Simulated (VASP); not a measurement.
Energy against volume of NaCl (rock salt). Level of theory: PBE0 hybrid, VASP's PBE PAW potentials (set 64) (plane waves; VASP 6.6.1). Run with 520 eV cut-off, 6×6×6 Γ-centred mesh, Gaussian smearing of 0.050 eV, potentials Na_pv Cl.

```csv
V (Å³/atom),E (eV/atom)
20.943,-4.18669
21.634,-4.19408
22.324,-4.19726
23.015,-4.19690
```

Q: Fit these four points and predict the energy of the run at 23.705 Å³/atom.

A: A cubic in V^(−2/3), the third-order Birch-Murnaghan form, passes through the four points with V0 = 22.59 Å³/atom and B0 = 25 GPa, and gives -4.1936 eV/atom there. The run gave -4.1936 eV/atom, -0.0 meV/atom from the fit; all five points give B0 = 25 GPa.

The compound is NaCl in the rock salt structure. It was relaxed first. The cell's shape comes from a PBE relaxation.
